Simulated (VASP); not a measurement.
Data:

```
CELL_PARAMETERS angstrom
      1.63143    -2.82572     0.00000
      1.63143     2.82572     0.00000
      0.00000     0.00000     5.27014
ATOMIC_POSITIONS crystal
  Zn 0.66667 0.33333 0.50136
  Zn 0.33333 0.66667 0.00136
  O  0.66667 0.33333 0.88064
  O  0.33333 0.66667 0.38064
```

These are rev-vdW-DF2, VASP's PBE PAW potentials (set 64) (plane waves; VASP 6.6.1) values and carry that method's errors. Run with 520 eV cut-off, 9×9×5 Γ-centred mesh, tetrahedra with Blöchl corrections, potentials Zn O.

### Question
Tabulate the total density of states (states/eV per cell) against energy (eV; zero at the valence-band maximum or, without a gap, the Fermi level).

### Answer

```
E (eV) | DOS (states/eV)
    -9.98 |  0.00
    -9.62 |  0.00
    -9.26 |  0.00
    -8.90 |  0.00
    -8.54 |  0.00
    -8.18 |  0.00
    -7.82 |  0.00
    -7.46 |  0.00
    -7.10 |  0.00
    -6.74 |  0.00
    -6.38 |  0.00
    -6.02 | ### 1.30
    -5.66 | ################# 7.97
    -5.30 | ############################## 14.1
    -4.94 | ################ 7.64
    -4.58 | ################ 7.60
    -4.22 | ########################### 12.5
    -3.86 | #### 1.70
    -3.50 | ######## 3.57
    -3.14 | ##### 2.31
    -2.66 | #### 1.90
    -2.30 | ###### 2.95
    -1.94 | ####### 3.33
    -1.58 | ####### 3.42
    -1.22 | ########## 4.61
    -0.86 | ######### 4.33
    -0.50 | #### 2.06
    -0.14 | # 0.66
     0.22 |  0.00
     0.58 |  0.00
     0.94 |  0.00
     1.30 |  0.02
     1.66 |  0.06
     2.02 |  0.10
     2.38 |  0.14
     2.74 |  0.19
     3.10 | # 0.29
     3.46 | # 0.32
     3.82 | # 0.37
     4.18 | # 0.49
```
Within 2 eV below the valence-band maximum the largest weight inside VASP's projection spheres is O p, then Zn d.

The compound is ZnO in the wurtzite structure. It was relaxed first.
